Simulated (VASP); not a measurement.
# RPA total energies of CaO (Lime), part 2 of 6

Wanted: where the RPA puts the energy minimum of CaO (Lime). The scan starts from a database cell scaled to its smallest volume. The cell is of the rock-salt type. The start is a cell from a database of measured crystal structures.

VASP 6.6.1, plane waves and PAW; the level of theory is named at each step.

So far. Step 3 (Exact exchange, volume ratio 0.94): The Hartree-Fock energy on these orbitals is -16.0440 eV an atom. Step 4 (Empty bands, volume ratio 0.94): WAVECAR now holds 600 bands for 16 electrons.

### Step 5. RPA correlation, volume ratio 0.94

This step: RPA correlation on PBE orbitals; plane waves and PAW (Ca_sv_GW, O_GW) (VASP 6.6.1).

The RPA correlation energy follows from the response function on imaginary frequencies; VASP computes it for a row of response cutoffs and extrapolates.

INCAR reads:

```
SYSTEM = CaO
PREC = Accurate
ENCUT = 460
ISMEAR = 0
SIGMA = 0.05
LREAL = .FALSE.
GGA = PE
NBANDS = 600
ALGO = ACFDT
ENCUTGW = 200
NOMEGA = 12
PRECFOCK = Fast
LWAVE = .FALSE.
LCHARG = .FALSE.
```

POSCAR reads:

```
CaO
1.0
    0.0000000000      2.3573739706      2.3573739706
    2.3573739706      0.0000000000      2.3573739706
    2.3573739706      2.3573739706      0.0000000000
Ca O
1 1
Direct
    0.0000000000      0.0000000000      0.0000000000
    0.5000000000      0.5000000000      0.5000000000
```

KPOINTS reads:

```
Automatic mesh
0
Gamma
4 4 4
0 0 0
```

PAW data sets: Ca_sv_GW and O_GW (PBE family, release 64).

On the command line:

```console
mpirun -np 8 vasp_std
```

What it wrote:

```text
[banner, memory and clock lines left out]
running    8 mpi-ranks, on    1 nodes
 distrk:  each k-point on    8 cores,    1 groups
 distr:  one band on    1 cores,    8 groups

 POSCAR found type information on POSCAR CaO
 POSCAR found :  2 types and       2 ions
 [... a notice as in an earlier step ...]

 LDA part: xc-table for (Slater+PW92), standard interpolation
 found WAVECAR, reading the header
 POSCAR, INCAR and KPOINTS ok, starting setup
 FFT: planning ... GRIDC
 FFT: planning ... GRID_SOFT
 FFT: planning ... GRID
 reading WAVECAR
 the WAVECAR file was read successfully
 initial charge from wavefunction
 available memory per node:     54.06 GB, setting MAXMEM to     55356

 The Fermi energy was updated, please check that it is located mid-gap
 values below the HOMO (VB) or above the LUMO (CB) will cause erroneous energies
 E-fermi :   6.9141

 the WAVEDER file was read successfully
 set NWRITE>2 for more details about minimax calculation
 number of imaginary grid points requested:      12
 number of distinct grids requested:  1
 quadrature errors minimized for energies in [ 0.363E+01, 0.484E+03 ]
 bosonic grid (T=0, re) determined with error: 0.5175E-08
 bosonic grid (re): 0.5175E-08
       0.7988       2.5689       4.9062       8.3696      13.8453
      22.8250      37.9123      63.8016     109.3480     192.9055
     362.4872     840.6355
energies w=
    0.000    0.799    0.000    2.569    0.000    4.906    0.000    8.370
    0.000   13.845    0.000   22.825    0.000   37.912    0.000   63.802
    0.000  109.348    0.000  192.906    0.000  362.487    0.000  840.635
 responsefunction array rank=     176
 LDA part: xc-table for (Slater+PW92), standard interpolation

 min. memory requirement per mpi rank    100.6 MB, per node    804.6 MB

 allocating   2 responsefunctions rank=   176
 shmem allocating  12 responsefunctions rank=   176
 response function shared by NCSHMEM nodes    1
 Doing            2  frequencies on each core in blocks of           12
NQ=   1    0.0000    0.0000    0.0000,
|.........|.........|.........|.........
 performed       3564000 updates of chi_q(r,r)
 total number of BLAS operations        814.40 Gflops
NQ=   2    0.2500    0.0000    0.0000,
|.........|.........|.........|.........
 performed       7128000 updates of chi_q(r,r)
 total number of BLAS operations       1562.73 Gflops
NQ=   3    0.5000    0.0000    0.0000,
|.........|.........|.........|.........
 performed      10692000 updates of chi_q(r,r)
 total number of BLAS operations       2367.51 Gflops
NQ=   4    0.2500    0.2500    0.0000,
|.........|.........|.........|.........
 performed      14256000 updates of chi_q(r,r)
 total number of BLAS operations       3143.82 Gflops
NQ=   5    0.5000    0.2500    0.0000,
|.........|.........|.........|.........
 performed      17820000 updates of chi_q(r,r)
 total number of BLAS operations       3977.60 Gflops
NQ=   6   -0.2500    0.2500    0.0000,
|.........|.........|.........|.........
 performed      21384000 updates of chi_q(r,r)
 total number of BLAS operations       4801.67 Gflops
NQ=   7    0.5000    0.5000    0.0000,
|.........|.........|.........|.........
 performed      24948000 updates of chi_q(r,r)
 total number of BLAS operations       5664.97 Gflops
NQ=   8   -0.2500    0.5000    0.2500,
|.........|.........|.........|.........
 performed      28512000 updates of chi_q(r,r)
 total number of BLAS operations       6548.22 Gflops
 entering main loop
```

Run time: 44 s. Hardware: 8 MPI ranks of Intel Xeon Platinum 8488C (Sapphire Rapids), shared host; peak memory 1.4 GiB; 5.3 min of CPU time.

Parts of OUTCAR (step 5):

```text
   k-points           NKPTS =      8   k-points in BZ     NKDIM =     64   number of bands    NBANDS=    600

   NELECT =      16.0000    total number of electrons

 E-fermi :   6.9141

 Hartree contr. to MP2          -11.556050      0.000000

 Hartree contr. to MP2           -5.855726      0.000000

 Hartree contr. to MP2           -1.419461      0.000000

 Hartree contr. to MP2           -2.856443      0.000000

      cutoff energy     smooth cutoff   RPA   correlation   Hartree contr. to MP2

      cutoff energy     smooth cutoff   RPA   correlation   Hartree contr. to MP2
---------------------------------------------------------------------------------
            200.000           160.000      -20.0603385743      -31.1758124204
            190.476           152.381      -19.7581239746      -30.7880959194
            181.406           145.125      -19.4442767634      -30.3786311141
            172.768           138.214      -19.1176139449      -29.9453001884
            164.541           131.632      -18.7788770164      -29.4885213590
            156.705           125.364      -18.4337411160      -29.0152094852
            149.243           119.394      -18.0753684030      -28.5156850971
            142.136           113.709      -17.7044791994      -27.9904331582
  linear regression

  converged value                          -23.5341016943      -35.9023168385

[... 7 parts as in an earlier step ...]

[... 2 further parts left out ...]
```

Read from the output:

| Property | Result |
| --- | --- |
| RPA correlation energy | -23.53 eV |

The correlation energy is -11.767 eV an atom. With exact exchange the total is -27.8110 eV an atom.

### Step 6. Comparison: r2SCAN, volume ratio 0.94

This step: r2SCAN; plane waves and PAW (Ca_sv_GW, O_GW) (VASP 6.6.1).

For comparison the same cell is computed with r2SCAN.

INCAR reads:

```
SYSTEM = CaO
PREC = Accurate
ENCUT = 460
EDIFF = 1E-06
NELM = 100
ISMEAR = 0
SIGMA = 0.05
LREAL = .FALSE.
ALGO = Normal
METAGGA = R2SCAN
LASPH = .TRUE.
NBANDS = 14
LWAVE = .FALSE.
LCHARG = .FALSE.
KPAR = 8
```

POSCAR is that of step 5.

KPOINTS is that of step 5.

On the command line:

```console
mpirun -np 8 vasp_std
```

What it wrote:

```text
[banner, memory and clock lines left out]
running    8 mpi-ranks, on    1 nodes
 distrk:  each k-point on    1 cores,    8 groups
 distr:  one band on    1 cores,    1 groups

 POSCAR found type information on POSCAR CaO
 POSCAR found :  2 types and       2 ions
 [... a notice as in an earlier step ...]

|                                                                             |
|               ----> ADVICE to this user running VASP <----                  |
|                                                                             |
|     You enforced a specific xc type in the INCAR file but a different       |
|     [... a line on the potential file left out ...]
|     I HOPE YOU KNOW WHAT YOU ARE DOING!                                     |
|                                                                             |

 LDA part: xc-table for (None), standard interpolation
 POSCAR, INCAR and KPOINTS ok, starting setup
 FFT: planning ... GRIDC
 FFT: planning ... GRID_SOFT
 FFT: planning ... GRID
 WAVECAR not read
 entering main loop
       N       E                     dE             d eps       ncg     rms          rms(c)
DAV:   1     0.171778E+03    0.17178E+03   -0.74717E+03   224   0.114E+03
DAV:   2    -0.183238E+02   -0.19010E+03   -0.16786E+03   294   0.494E+02
DAV:   3    -0.347056E+02   -0.16382E+02   -0.15828E+02   370   0.147E+02
DAV:   4    -0.351603E+02   -0.45476E+00   -0.45393E+00   322   0.225E+01
DAV:   5    -0.351636E+02   -0.33172E-02   -0.33163E-02   312   0.186E+00    0.134E+01
DAV:   6    -0.242751E+02    0.10889E+02   -0.64889E+00   360   0.414E+01    0.124E+01
DAV:   7    -0.243924E+02   -0.11739E+00   -0.74591E-01   306   0.853E+00    0.778E+00
DAV:   8    -0.244638E+02   -0.71350E-01   -0.37307E-01   300   0.106E+01    0.162E+00
DAV:   9    -0.244216E+02    0.42229E-01   -0.11697E-01   380   0.521E+00    0.218E-01
DAV:  10    -0.244231E+02   -0.15906E-02   -0.55323E-03   292   0.104E+00    0.225E-01
DAV:  11    -0.244237E+02   -0.53655E-03   -0.86084E-04   354   0.362E-01    0.164E-01
DAV:  12    -0.244236E+02    0.12944E-03   -0.45823E-04   304   0.340E-01    0.834E-02
DAV:  13    -0.244235E+02    0.31890E-04   -0.16438E-04   372   0.195E-01    0.261E-02
DAV:  14    -0.244235E+02    0.30442E-05   -0.77310E-06   240   0.301E-02    0.210E-02
DAV:  15    -0.244235E+02    0.10765E-05   -0.39724E-06   286   0.222E-02    0.109E-02
DAV:  16    -0.244235E+02    0.19922E-06   -0.34954E-07   118   0.819E-03
   1 F= -.24423519E+02 E0= -.24423519E+02  d E =-.140951E-21
```

Elapsed: 10 s, on 8 MPI ranks; peak memory 1 GiB; 50 s of CPU time.

OUTCAR, selected parts (step 6):

```text
   NELECT =      16.0000    total number of electrons

 E-fermi :   5.0788

 k-point     1 :       0.0000    0.0000    0.0000
  band No.  band energies     occupation
    ...
      4     -13.9245      2.00000
      5     -11.8295      2.00000
      6       4.7483      2.00000
      7       4.7483      2.00000
      8       4.7483      2.00000
      9      10.6890      0.00000
     10      11.7429      0.00000
     11      11.7429      0.00000
     12      11.7429      0.00000
     13      13.4641      0.00000
    ...

  Total        0.7160513      0.7160513      0.7160513      0.0000000     -0.0000000      0.0000000
  in kB       43.7864049     43.7864049     43.7864049      0.0000000     -0.0000000      0.0000000
  external PRESSURE =      43.7864049 kB  Pullay stress =       0.0000000 kB

 POSITION                                       TOTAL-FORCE (eV/Angst)
 -----------------------------------------------------------------------------------
      0.00000      0.00000      0.00000        -0.000000      0.000000     -0.000000
      2.35737      2.35737      2.35737         0.000000     -0.000000      0.000000
 -----------------------------------------------------------------------------------
    total drift:                                0.000000     -0.000000     -0.000000

  FREE ENERGIE OF THE ION-ELECTRON SYSTEM (eV)
  ---------------------------------------------------
  free  energy   TOTEN  =       -24.4235185065 eV

  energy  without entropy=      -24.4235185065  energy(sigma->0) =      -24.42351851

[... 8 parts as in an earlier step ...]

[... 8 further parts left out ...]
```

The PAW data sets were made with PBE, which is usual practice but a small mismatch for other functionals.

Numbers from this step:

* free energy (TOTEN): -24.42 eV
* Fermi energy: 5.079 eV
* pressure: 4.379 GPa
* gap on the k-mesh: 4.181 eV
* least direct gap on the k-mesh: 4.547 eV

Its energy is -12.2118 eV an atom, on a zero of its own.

### Step 7. Orbitals for comparison: HSE06, volume ratio 0.94

This step: PBE; plane waves and PAW (Ca_sv_GW, O_GW) (VASP 6.6.1).

A hybrid converges faster from good orbitals, so a cheap PBE run writes WAVECAR first.

INCAR reads:

```
SYSTEM = CaO
PREC = Accurate
ENCUT = 460
EDIFF = 1E-05
NELM = 100
ISMEAR = 0
SIGMA = 0.05
LREAL = .FALSE.
ALGO = Normal
GGA = PE
NBANDS = 14
LORBIT = 11
LWAVE = .TRUE.
LCHARG = .FALSE.
KPAR = 8
```

POSCAR is that of step 6.

KPOINTS is that of step 6.

On the command line:

```console
mpirun -np 8 vasp_std
```

What it wrote:

```text
[banner, memory and clock lines left out]
running    8 mpi-ranks, on    1 nodes
 distrk:  each k-point on    1 cores,    8 groups
 distr:  one band on    1 cores,    1 groups

 POSCAR found type information on POSCAR CaO
 POSCAR found :  2 types and       2 ions
 [... a notice as in an earlier step ...]

 LDA part: xc-table for (Slater+PW92), standard interpolation
 POSCAR, INCAR and KPOINTS ok, starting setup
 FFT: planning ... GRIDC
 FFT: planning ... GRID_SOFT
 FFT: planning ... GRID
 WAVECAR not read
 entering main loop
       N       E                     dE             d eps       ncg     rms          rms(c)
[... 11 cycles as in an earlier step ...]
DAV:  12    -0.177255E+02   -0.20009E-04   -0.48208E-05   260   0.970E-02    0.251E-02
DAV:  13    -0.177255E+02    0.19795E-05   -0.50722E-06   148   0.556E-02
   1 F= -.17725519E+02 E0= -.17725519E+02  d E =-.169257E-22
 writing wavefunctions
```

The job ended after 4.8 s (8 MPI ranks; peak memory 0.99 GiB).

Parts of OUTCAR (step 7):

```text
   NELECT =      16.0000    total number of electrons

 E-fermi :   5.4398

 k-point     1 :       0.0000    0.0000    0.0000
  band No.  band energies     occupation
    ...
      4     -13.0290      2.00000
      5     -10.5292      2.00000
      6       5.1014      2.00000
      7       5.1014      2.00000
      8       5.1014      2.00000
      9      10.3194      0.00000
     10      11.4707      0.00000
     11      11.4707      0.00000
     12      11.4707      0.00000
     13      13.0742      0.00000
    ...

  Total        1.1385767      1.1385767      1.1385767     -0.0000000     -0.0000000      0.0000000
  in kB       69.6237520     69.6237520     69.6237520     -0.0000000     -0.0000000      0.0000000
  external PRESSURE =      69.6237520 kB  Pullay stress =       0.0000000 kB

  FREE ENERGIE OF THE ION-ELECTRON SYSTEM (eV)
  ---------------------------------------------------
  free  energy   TOTEN  =       -17.7255185370 eV

  energy  without entropy=      -17.7255185370  energy(sigma->0) =      -17.72551854

[... 9 parts as in an earlier step ...]

[... 9 further parts left out ...]
```

This step gave:

| Quantity | Value |
| --- | --- |
| free energy (TOTEN) | -17.73 eV |
| Fermi energy | 5.440 eV |
| pressure | 6.962 GPa |
| gap on the k-mesh | 3.625 eV |
| least direct gap on the k-mesh | 3.989 eV |

The run ends at a pressure of 6.96 GPa.

### Step 8. Comparison: HSE06, volume ratio 0.94

This step: HSE06; plane waves and PAW (Ca_sv_GW, O_GW) (VASP 6.6.1).

For comparison the same cell is computed with HSE06.

INCAR reads:

```
SYSTEM = CaO
PREC = Accurate
ENCUT = 460
EDIFF = 1E-06
NELM = 100
ISMEAR = 0
SIGMA = 0.05
LREAL = .FALSE.
ALGO = Normal
LHFCALC = .TRUE.
AEXX = 0.25
GGA = PE
HFSCREEN = 0.2
LASPH = .TRUE.
NBANDS = 14
PRECFOCK = Fast
LWAVE = .FALSE.
LCHARG = .FALSE.
KPAR = 8
```

POSCAR is that of step 7.

KPOINTS is that of step 7.

The WAVECAR or CHGCAR of an earlier step is read.

On the command line:

```console
mpirun -np 8 vasp_std
```

What it wrote:

```text
[banner, memory and clock lines left out]
running    8 mpi-ranks, on    1 nodes
 distrk:  each k-point on    1 cores,    8 groups
 distr:  one band on    1 cores,    1 groups

 POSCAR found type information on POSCAR CaO
 POSCAR found :  2 types and       2 ions
 [... a notice as in an earlier step ...]

 LDA part: xc-table for (Slater+PW92), standard interpolation
 found WAVECAR, reading the header
 POSCAR, INCAR and KPOINTS ok, starting setup
 FFT: planning ... GRIDC
 FFT: planning ... GRID_SOFT
 FFT: planning ... GRID
 reading WAVECAR
 the WAVECAR file was read successfully
 initial charge from wavefunction
 entering main loop
       N       E                     dE             d eps       ncg     rms          rms(c)
DAV:   1    -0.208123E+02   -0.20812E+02   -0.27093E-01   320   0.119E+01    0.112E+00
DAV:   2    -0.208070E+02    0.52734E-02   -0.29718E-02   342   0.241E+00    0.577E-01
DAV:   3    -0.208064E+02    0.62239E-03   -0.41344E-03   346   0.770E-01    0.372E-01
DAV:   4    -0.208059E+02    0.54793E-03   -0.68943E-04   278   0.411E-01    0.217E-01
DAV:   5    -0.208058E+02    0.12535E-03   -0.30484E-04   358   0.227E-01    0.130E-01
DAV:   6    -0.208057E+02    0.39851E-04   -0.18337E-05   346   0.734E-02    0.723E-02
DAV:   7    -0.208057E+02    0.11863E-04   -0.72001E-06   350   0.366E-02    0.403E-02
DAV:   8    -0.208057E+02    0.26560E-05   -0.23667E-06   260   0.260E-02    0.233E-02
DAV:   9    -0.208057E+02    0.66825E-06   -0.77608E-07   130   0.159E-02
   1 F= -.20805698E+02 E0= -.20805698E+02  d E =-.196567E-17
```

The job ended after 14 s (8 MPI ranks; peak memory 1.7 GiB; 84 s of CPU time).

OUTCAR, selected parts (step 8):

```text
   k-points           NKPTS =      8   k-points in BZ     NKDIM =     64   number of bands    NBANDS=     14

   NELECT =      16.0000    total number of electrons

 E-fermi :   4.2875

 k-point     1 :       0.0000    0.0000    0.0000
  band No.  band energies     occupation
    ...
      4     -15.1972      2.00000
      5     -13.1417      2.00000
      6       3.9953      2.00000
      7       3.9953      2.00000
      8       3.9954      2.00000
      9      10.8010      0.00000
     10      12.3800      0.00000
     11      12.3800      0.00000
     12      12.3800      0.00000
     13      14.1010      0.00000
    ...

 POSITION                                       TOTAL-FORCE (eV/Angst)
 -----------------------------------------------------------------------------------
      0.00000      0.00000      0.00000        -0.000000     -0.000000     -0.000000
      2.35737      2.35737      2.35737         0.000000      0.000000      0.000000
 -----------------------------------------------------------------------------------
    total drift:                                0.000001     -0.000003     -0.000001

  FREE ENERGIE OF THE ION-ELECTRON SYSTEM (eV)
  ---------------------------------------------------
  free  energy   TOTEN  =       -20.8056983369 eV

  energy  without entropy=      -20.8056983369  energy(sigma->0) =      -20.80569834

[... 8 parts as in an earlier step ...]

[... 8 further parts left out ...]
```

The k-mesh is coarse for exact exchange; levels may shift by about 0.1 eV on a finer one.

Numbers from this step:

```
free energy (TOTEN)            : -20.81 eV
Fermi energy                   : 4.287 eV
gap on the k-mesh              : 5.338 eV
least direct gap on the k-mesh : 5.750 eV
```

Its energy is -10.4028 eV an atom, on a zero of its own.

### Step 9. Orbitals, volume ratio 0.97

This step: PBE; plane waves and PAW (Ca_sv_GW, O_GW) (VASP 6.6.1).

The same chain follows at a volume ratio of 0.97.

INCAR reads:

```
SYSTEM = CaO
PREC = Accurate
ENCUT = 460
EDIFF = 1E-08
NELM = 100
ISMEAR = 0
SIGMA = 0.05
LREAL = .FALSE.
ALGO = Normal
GGA = PE
NBANDS = 14
LORBIT = 11
LWAVE = .TRUE.
LCHARG = .FALSE.
KPAR = 8
```

POSCAR reads:

```
CaO
1.0
    0.0000000000      2.3821902571      2.3821902571
    2.3821902571      0.0000000000      2.3821902571
    2.3821902571      2.3821902571      0.0000000000
Ca O
1 1
Direct
    0.0000000000      0.0000000000      0.0000000000
    0.5000000000      0.5000000000      0.5000000000
```

KPOINTS is that of step 8.

On the command line:

```console
mpirun -np 8 vasp_std
```

What it wrote:

```text
[... set-up lines as in an earlier step ...]
 entering main loop
       N       E                     dE             d eps       ncg     rms          rms(c)
DAV:   1     0.181308E+03    0.18131E+03   -0.67009E+03   224   0.107E+03
DAV:   2    -0.959529E+01   -0.19090E+03   -0.16844E+03   304   0.461E+02
DAV:   3    -0.216641E+02   -0.12069E+02   -0.11869E+02   372   0.137E+02
DAV:   4    -0.218248E+02   -0.16068E+00   -0.16052E+00   300   0.138E+01
[...]
DAV:  17    -0.177607E+02    0.30864E-07   -0.94053E-09   132   0.117E-03    0.717E-04
DAV:  18    -0.177607E+02    0.14238E-07   -0.35717E-09   130   0.807E-04    0.141E-04
DAV:  19    -0.177607E+02    0.25429E-08   -0.10478E-09   130   0.569E-04
   1 F= -.17760728E+02 E0= -.17760728E+02  d E =-.961306E-26
 writing wavefunctions
```

The job ended after 5 s (8 MPI ranks; peak memory 0.98 GiB).

Parts of OUTCAR (step 9):

```text
  Total        0.4704997      0.4704997      0.4704997     -0.0000000      0.0000000      0.0000000
  in kB       27.8811454     27.8811454     27.8811454     -0.0000000      0.0000000      0.0000000
  external PRESSURE =      27.8811454 kB  Pullay stress =       0.0000000 kB

 POSITION                                       TOTAL-FORCE (eV/Angst)
 -----------------------------------------------------------------------------------
      0.00000      0.00000      0.00000         0.000000      0.000000      0.000000
      2.38219      2.38219      2.38219        -0.000000     -0.000000     -0.000000
 -----------------------------------------------------------------------------------
    total drift:                                0.000000     -0.000000     -0.000000

  FREE ENERGIE OF THE ION-ELECTRON SYSTEM (eV)
  ---------------------------------------------------
  free  energy   TOTEN  =       -17.7607276408 eV

  energy  without entropy=      -17.7607276408  energy(sigma->0) =      -17.76072764

[... 1 part as in an earlier step ...]

[... 2 further parts left out ...]
[key lines of the parts left out:]
E-fermi :   5.2030
```

The run ends at a pressure of 2.79 GPa.

(Part 2 of 6 ends here.)

[Long decimals in the printed logs are rounded to 6 places.]

[Lines on the potential files, build, host, timing and source positions are cut from VASP's logs without a mark.]

[Logs are printed without paths, hosts, clocks, repeated set-up lines and the standing remarks that a program may print on its own settings, such as how far it seeks lower states.]

[Hosts, paths, dates, database ids (printed as entryN), source tags and the programs' standing remarks are cut or masked in the printed files.]

[Measured values are set beside computed ones only where the two were judged alike; some that the calculation misses by far are left out.]

[Pressures printed for these runs are not shown converged in the cutoff: they can be off by several GPa and have the wrong sign.]
